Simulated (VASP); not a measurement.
All values below come from MS2 meta-GGA, VASP's PBE PAW potentials (set 64) (plane waves; VASP).

VASP input:

### POSCAR
```
InAs
1
    0.0000000000     3.0492314656     3.0492314656
    3.0492314656     0.0000000000     3.0492314656
    3.0492314656     3.0492314656     0.0000000000
In As
1 1
Direct
  0.0000000000   0.0000000000   0.0000000000
  0.2500000000   0.2500000000   0.2500000000
```

KPOINTS:
```
Automatic
0
G
 12 12 12
```

**KPOINTS_OPT**
```
k-points along high-symmetry lines
10
Line-mode
Reciprocal
  0.000000   0.000000   0.000000 ! GAMMA
 -0.500000  -0.500000   0.000000 ! X

 -0.500000  -0.500000   0.000000 ! X
 -0.375000  -0.375000   0.250000 ! U

 -0.375000  -0.000000   0.375000 ! K
  0.000000   0.000000   0.000000 ! GAMMA

  0.000000   0.000000   0.000000 ! GAMMA
 -0.000000  -0.000000   0.500000 ! L

 -0.000000  -0.000000   0.500000 ! L
 -0.500000  -0.250000   0.250000 ! W

 -0.500000  -0.250000   0.250000 ! W
 -0.500000  -0.500000   0.000000 ! X
```

INCAR:
```
SYSTEM = InAs
PREC = Accurate
ENCUT = 520
EDIFF = 1E-7
NELM = 100
ALGO = Normal
LREAL = .FALSE.
LASPH = .TRUE.
ISMEAR = -5
METAGGA = MS2
LMIXTAU = .TRUE.
LMAXMIX = 4
LWAVE = .FALSE.
LCHARG = .FALSE.
LORBIT = 11
NEDOS = 601
ISIF = 2
```

POTCAR, in this order: In_d As (PBE.64 set). Program: vasp_std.

Output of the run:

**OSZICAR**
```
       N       E                     dE             d eps       ncg     rms          rms(c)
DAV:   1     0.101372208003E+03    0.10137E+03   -0.77285E+03  1887   0.135E+03
DAV:   2    -0.927938514931E+01   -0.11065E+03   -0.10754E+03  1912   0.304E+02
DAV:   3    -0.168932882108E+02   -0.76139E+01   -0.75634E+01  2507   0.881E+01
DAV:   4    -0.170847034344E+02   -0.19142E+00   -0.19130E+00  2099   0.148E+01
DAV:   5    -0.170934886652E+02   -0.87852E-02   -0.87849E-02  2787   0.293E+00    0.191E+01
DAV:   6    -0.623059785548E+01    0.10863E+02   -0.25172E+01  2237   0.128E+02    0.473E+00
DAV:   7    -0.570266182717E+01    0.52794E+00   -0.40126E+00  2177   0.402E+01    0.480E+00
DAV:   8    -0.534309764832E+01    0.35956E+00   -0.90117E-01  1872   0.115E+01    0.166E+00
DAV:   9    -0.549690636813E+01   -0.15381E+00   -0.19396E-01  1912   0.708E+00    0.818E-01
DAV:  10    -0.549377347784E+01    0.31329E-02   -0.17245E-02  2172   0.230E+00    0.469E-01
DAV:  11    -0.548470730992E+01    0.90662E-02   -0.24936E-02  1892   0.181E+00    0.363E-01
DAV:  12    -0.549519168038E+01   -0.10484E-01   -0.16589E-02  1897   0.257E+00    0.190E-01
DAV:  13    -0.549434122032E+01    0.85046E-03   -0.12583E-03  2317   0.752E-01    0.142E-01
DAV:  14    -0.549437234883E+01   -0.31129E-04   -0.28167E-05  2339   0.869E-02    0.149E-01
DAV:  15    -0.549432773867E+01    0.44610E-04   -0.19574E-03  2107   0.663E-01    0.639E-02
DAV:  16    -0.549434014170E+01   -0.12403E-04   -0.48674E-05  2077   0.617E-02    0.276E-02
DAV:  17    -0.549433623670E+01    0.39050E-05   -0.46389E-06  2260   0.203E-02    0.228E-02
DAV:  18    -0.549433588433E+01    0.35236E-06   -0.31925E-07  2295   0.734E-03    0.288E-02
DAV:  19    -0.549433987740E+01   -0.39931E-05   -0.94002E-06  1902   0.647E-02    0.294E-02
DAV:  20    -0.549433881911E+01    0.10583E-05   -0.60492E-06  2337   0.524E-02    0.196E-02
DAV:  21    -0.549433781990E+01    0.99921E-06   -0.36802E-07  1897   0.117E-02    0.165E-02
DAV:  22    -0.549433742286E+01    0.39704E-06   -0.10192E-07  1139   0.703E-03    0.125E-02
DAV:  23    -0.549433641373E+01    0.10091E-05   -0.34721E-08   971   0.343E-03    0.445E-03
DAV:  24    -0.549433631939E+01    0.94339E-07   -0.25900E-08   981   0.261E-03
   1 F= -.54943363E+01 E0= -.54943363E+01  d E =0.000000E+00
       N       E                     dE             ncg
```

### OUTCAR
```
------------------------ aborting loop because EDIFF is reached ----------------------------------------
  FORCE on cell =-STRESS in cart. coord.  units (eV):
  Direction    XX          YY          ZZ          XY          YZ          ZX
  --------------------------------------------------------------------------------------
  Total       -0.0075132     -0.0075132     -0.0075132      0.0000000     -0.0000000     -0.0000000
  in kB       -0.2122910     -0.2122910     -0.2122910      0.0000000     -0.0000000     -0.0000000
  external PRESSURE =      -0.2122910 kB  Pullay stress =       0.0000000 kB
  volume of cell :       56.70
      direct lattice vectors                 reciprocal lattice vectors
     0.000000000  3.049231466  3.049231466    -0.163975745  0.163975745  0.163975745
     3.049231466  0.000000000  3.049231466     0.163975745 -0.163975745  0.163975745
     3.049231466  3.049231466  0.000000000     0.163975745  0.163975745 -0.163975745
  FREE ENERGIE OF THE ION-ELECTRON SYSTEM (eV)
  ---------------------------------------------------
  free  energy   TOTEN  =        -5.4943363194 eV

  energy  without entropy=       -5.4943363194  energy(sigma->0) =       -5.49433632

 total charge

# of ion       s       p       d       tot
------------------------------------------
    1        0.932   0.781   9.897  11.610
    2        1.211   1.572   0.023   2.806
--------------------------------------------------
tot          2.143   2.353   9.920  14.415
```
(Selected blocks of OUTCAR.)

For a metal the tetrahedron method with Blöchl corrections gives inexact stress and forces.

The compound is InAs in the zinc blende structure. It was relaxed first.
